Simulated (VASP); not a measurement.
# Lattice of ZnAu across functionals and dispersion corrections

How close do the usual functionals, with and without dispersion, come to the cell of ZnAu? The levels: PBE, LDA, r2SCAN and PBE + D3(BJ). The start is a cell from a database of measured crystal structures.

Calculated with VASP 6.6.1; PBE; plane waves and PAW (Zn, Au), in the first sound run; inputs show where later runs differ.

Report form: the programs' logs are mostly left out.

### Step 1. Set-up

Before any relaxation, the start is as follows. Symmetry: Pm-3m, No. 221, cubic system. The conventional cell has a = 3.140 Å, b = 3.140 Å, c = 3.140 Å, α = 90.00°, β = 90.00°, γ = 90.00°. Nearest to Zn lie 8 Au at 2.72 Å. Au has 8 Zn at 2.72 Å nearest. Farther neighbours are not listed.

Coordinates:

```cif
data_structure
_symmetry_space_group_name_H-M 'Pm-3m'
_symmetry_Int_Tables_number 221
_cell_length_a 3.1400
_cell_length_b 3.1400
_cell_length_c 3.1400
_cell_angle_alpha 90.000
_cell_angle_beta 90.000
_cell_angle_gamma 90.000
_cell_volume 30.96
loop_
_atom_site_label
_atom_site_type_symbol
_atom_site_symmetry_multiplicity
_atom_site_Wyckoff_symbol
_atom_site_fract_x
_atom_site_fract_y
_atom_site_fract_z
_atom_site_occupancy
Zn1 Zn 1 b 0.50000 0.50000 0.50000 1
Au1 Au 1 a 0.00000 0.00000 0.00000 1
```

### Step 2. Relaxation with PBE

The start need not lie at this functional's minimum. ISIF = 3 frees volume, shape and positions, and EDIFFG sets the threshold on forces and stress at which the search stops. PBE, the usual starting point, adds the gradient of the density.

INCAR reads:

```
SYSTEM = ZnAu
PREC = Accurate
ENCUT = 520
EDIFF = 1E-06
NELM = 100
ISMEAR = -1
SIGMA = 0.05
LREAL = .FALSE.
ALGO = Normal
GGA = PE
NBANDS = 17
LASPH = .TRUE.
LORBIT = 11
LWAVE = .FALSE.
LCHARG = .FALSE.
KPAR = 2
IBRION = 2
NSW = 60
ISIF = 3
EDIFFG = -0.01
```

POSCAR reads:

```
ZnAu
1.0
    3.1400000000      0.0000000000      0.0000000000
    0.0000000000      3.1400000000      0.0000000000
    0.0000000000      0.0000000000      3.1400000000
Zn Au
1 1
Direct
    0.5000000000      0.5000000000      0.5000000000
    0.0000000000      0.0000000000      0.0000000000
```

KPOINTS reads:

```
Automatic mesh
0
Gamma
7 7 7
0 0 0
```

Potentials, in the order of the species: Zn and Au (PBE family, release 64).

Started as:

```sh
$ mpirun -np 2 vasp_std
```

Run time: 24 s. Hardware: 2 MPI ranks of AMD EPYC 7R43, shared host; peak memory 0.23 GiB; 44 s of CPU time.

This run has no spin polarisation. Its electron count is odd, so without a moment it is a metal by construction. The k-mesh is coarse for a metal. The run keeps the 48 symmetry operations of its start, so it cannot find a distortion of lower symmetry.

Step by step:

| step | energy less that of the first step (eV) | largest force (eV/Å) | pressure (GPa) | volume (Å³) |
| --- | --- | --- | --- | --- |
| 1 | 0.0000 | 0.0000 | 5.59 | 30.96 |
| 2 | -0.0082 | 0.0000 | -3.79 | 33.44 |
| 3 | -0.0224 | 0.0000 | -0.02 | 32.30 |

| conventional cell, symmetrised | before | after | change |
| --- | --- | --- | --- |
| a (Å) | 3.140 | 3.185 | +1.4 % |
| b (Å) | 3.140 | 3.185 | +1.4 % |
| c (Å) | 3.140 | 3.185 | +1.4 % |
| volume (Å³/atom) | 15.48 | 16.15 | +4.3 % |

Final coordinates:

```cif
data_structure
_symmetry_space_group_name_H-M 'P 1'
_symmetry_Int_Tables_number 1
_cell_length_a 3.1846
_cell_length_b 3.1846
_cell_length_c 3.1846
_cell_angle_alpha 90.000
_cell_angle_beta 90.000
_cell_angle_gamma 90.000
_cell_volume 32.30
loop_
_atom_site_label
_atom_site_type_symbol
_atom_site_fract_x
_atom_site_fract_y
_atom_site_fract_z
_atom_site_occupancy
Zn1 Zn 0.50000 0.50000 0.50000 1
Au2 Au 0.00000 0.00000 0.00000 1
```

This step gave:

```
electrons                       : 23
bands                           : 17
irreducible k-points            : 20
symmetry operations             : 48
free energy (TOTEN)             : -4.760 eV
energy at zero smearing         : -4.756 eV
Fermi energy                    : 6.820 eV
pressure                        : -0.01864 GPa
metallic                        : yes
SCF cycles over all ionic steps : 27
```

It ends with forces that vanish by symmetry and a pressure of -0.02 GPa. The volume lies +4.3 % from that of the database's start. The conventional cell has a = 3.185 Å.

### Step 3. Relaxation with LDA

This step: LDA; plane waves and PAW (Zn, Au) (VASP 6.6.1).

LDA, the lowest rung, knows the local density alone.

INCAR: that of step 2 with these lines changed.

```diff
@@ -9,3 +9,3 @@
 ALGO = Normal
-GGA = PE
+GGA = CA
 NBANDS = 17
```

POSCAR is that of step 2.

KPOINTS is that of step 2.

Started as:

```sh
$ mpirun -np 2 vasp_std
```

It took 30 s on 2 MPI ranks; peak memory 0.21 GiB.

The PAW data sets were made with PBE, though LDA sets exist; this is a small mismatch.

Relaxation path:

| step | energy less that of the first step (eV) | largest force (eV/Å) | pressure (GPa) | volume (Å³) |
| --- | --- | --- | --- | --- |
| 1 | 0.0000 | 0.0000 | -5.54 | 30.96 |
| 2 | 0.0047 | 0.0000 | 7.20 | 28.62 |
| 3 | -0.0208 | 0.0000 | -0.22 | 29.81 |
| 4 | -0.0208 | 0.0000 | 0.13 | 29.77 |
| 5 | -0.0208 | 0.0000 | -0.09 | 29.82 |

| conventional cell, symmetrised | before | after | change |
| --- | --- | --- | --- |
| a (Å) | 3.140 | 3.101 | -1.2 % |
| b (Å) | 3.140 | 3.101 | -1.2 % |
| c (Å) | 3.140 | 3.101 | -1.2 % |
| volume (Å³/atom) | 15.48 | 14.91 | -3.7 % |

Final coordinates:

```xyz
2
Lattice="3.1010 0.0000 0.0000 0.0000 3.1010 0.0000 0.0000 0.0000 3.1010" Properties=species:S:1:pos:R:3 pbc="T T T"
Zn    1.5505    1.5505    1.5505
Au    0.0000    0.0000    0.0000
```

This step gave:

- free energy (TOTEN): -6.828 eV
- energy at zero smearing: -6.824 eV
- Fermi energy: 7.536 eV
- pressure: -0.08541 GPa
- SCF cycles over all ionic steps: 40

It ends at 14.91 Å³/atom, -3.7 % from the start, with -0.09 GPa left. The conventional cell has a = 3.101 Å.

### Step 4. Relaxation with r2SCAN

This step: r2SCAN; plane waves and PAW (Zn, Au) (VASP 6.6.1).

r2SCAN adds the kinetic-energy density, costs more than a GGA and is run with LASPH.

INCAR: that of step 3 with these lines changed.

```diff
@@ -9,5 +9,5 @@
 ALGO = Normal
-GGA = CA
+METAGGA = R2SCAN
+LASPH = .TRUE.
 NBANDS = 17
-LASPH = .TRUE.
 LORBIT = 11
```

POSCAR is that of step 3.

KPOINTS is that of step 3.

Started as:

```sh
$ mpirun -np 2 vasp_std
```

Run time: 1.9 min. Hardware: 2 MPI ranks; peak memory 0.23 GiB.

The PAW data sets were made with PBE, which is usual practice but a small mismatch for other functionals.

Step by step:

| step | energy less that of the first step (eV) | largest force (eV/Å) | pressure (GPa) | volume (Å³) |
| --- | --- | --- | --- | --- |
| 1 | 0.0000 | 0.0000 | 1.19 | 30.96 |
| 2 | 0.0004 | 0.0000 | -1.12 | 31.48 |
| 3 | -0.0008 | 0.0000 | 0.22 | 31.18 |
| 4 | -0.0008 | 0.0000 | -0.04 | 31.23 |

| conventional cell, symmetrised | before | after | change |
| --- | --- | --- | --- |
| a (Å) | 3.140 | 3.149 | +0.3 % |
| b (Å) | 3.140 | 3.149 | +0.3 % |
| c (Å) | 3.140 | 3.149 | +0.3 % |
| volume (Å³/atom) | 15.48 | 15.61 | +0.9 % |

The relaxed structure:

```xyz
2
Lattice="3.1490 0.0000 0.0000 0.0000 3.1490 0.0000 0.0000 0.0000 3.1490" Properties=species:S:1:pos:R:3 pbc="T T T"
Zn    1.5745    1.5745    1.5745
Au    0.0000    0.0000    0.0000
```

It ends at 15.61 Å³/atom, +0.9 % from the start, with -0.04 GPa left. The conventional cell has a = 3.149 Å.

### Step 5. Relaxation with PBE + D3(BJ)

This step: PBE with D3(BJ); plane waves and PAW (Zn, Au) (VASP 6.6.1).

A dispersion term adds the long-range attraction that semilocal functionals lack. D3 with Becke-Johnson damping keeps a finite attraction at short range.

INCAR: that of step 4 with these lines changed.

```diff
@@ -9,5 +9,6 @@
 ALGO = Normal
-METAGGA = R2SCAN
+GGA = PE
+IVDW = 12
+NBANDS = 17
 LASPH = .TRUE.
-NBANDS = 17
 LORBIT = 11
```

POSCAR is that of step 4.

KPOINTS is that of step 4.

Started as:

```sh
$ mpirun -np 2 vasp_std
```

Wall time 22 s (2 MPI ranks); peak memory 0.23 GiB.

Dispersion corrections of this kind ignore metallic screening and tend to overbind metals.

Little changed from the start: no atom moved by 0.005 Å and no cell edge by 0.1 %.

It ends at 15.45 Å³/atom, -0.2 % from the start, with 0.02 GPa left. The conventional cell has a = 3.138 Å. Against plain PBE, the dispersion term moves a by -1.5 %.

### Step 6. The cells as a table

This step: relaxed cells at several levels; plane waves and PAW (VASP 6.6.1).

This step runs nothing: it gathers the runs above.

Lengths are those of the conventional cell; cost is the wall time of each run, as given at its step, times its ranks, without the set-up around it. Results by level, by row:

| level | volume (Å³/atom) | change from the start (%) | a (Å) | cost (core minutes) |
| --- | --- | --- | --- | --- |
| PBE | 16.15 | 4.3 | 3.185 | 0.8 |
| LDA | 14.91 | -3.7 | 3.101 | 1 |
| r2SCAN | 15.61 | 0.9 | 3.149 | 3.7 |
| PBE + D3(BJ) | 15.45 | -0.2 | 3.138 | 0.733 |

### Step 7. What came out

| Property | Result |
| --- | --- |
| volume, PBE | 16.15 Å³/atom |
| volume, LDA | 14.91 Å³/atom |
| volume, r2SCAN | 15.61 Å³/atom |
| volume, PBE + D3(BJ) | 15.45 Å³/atom |

What this shows: For ZnAu the levels give volumes between 14.91 Å³/atom (LDA) and 16.15 Å³/atom (PBE), a spread of 8.3 %, while the cost of the finished runs spans a factor of 5.0. Against the volume of the start, a cell from experiment, PBE + D3(BJ) comes nearest (-0.2 %) and PBE lies farthest (+4.3 %); thermal expansion is in that cell alone. Within 2 % of it: r2SCAN and PBE + D3(BJ). The costs hold the number of ionic steps as well as the price of the functional. Adding D3(BJ) to PBE changes the volume by -4.3 % (a by -1.5 %). Pairwise corrections of the D and TS kind ignore the screening in a metal, so they may overbind here. Within 0.02 Å all end in space group Pm-3m; the runs can't lower the symmetry of the start. The k-sampling is coarse for a metal, so the Fermi level, pressures and the shape of the cell carry errors. Spin-orbit coupling is left out. Each is a single relaxation on the plane waves of the start cell, so larger changes of volume carry a basis-set error that was not tested here. Zero-point and thermal expansion are not included.

[Lines on the potential files, build, host, timing and source positions are cut from VASP's logs without a mark.]

[Logs are printed without paths, hosts, clocks, repeated set-up lines and the standing remarks that a program may print on its own settings, such as how far it seeks lower states.]

[Hosts, paths, dates, database ids (printed as entryN), source tags and the programs' standing remarks are cut or masked in the printed files.]

[A measured line is paired with the nearest computed mode of its activity, which favours agreement.]
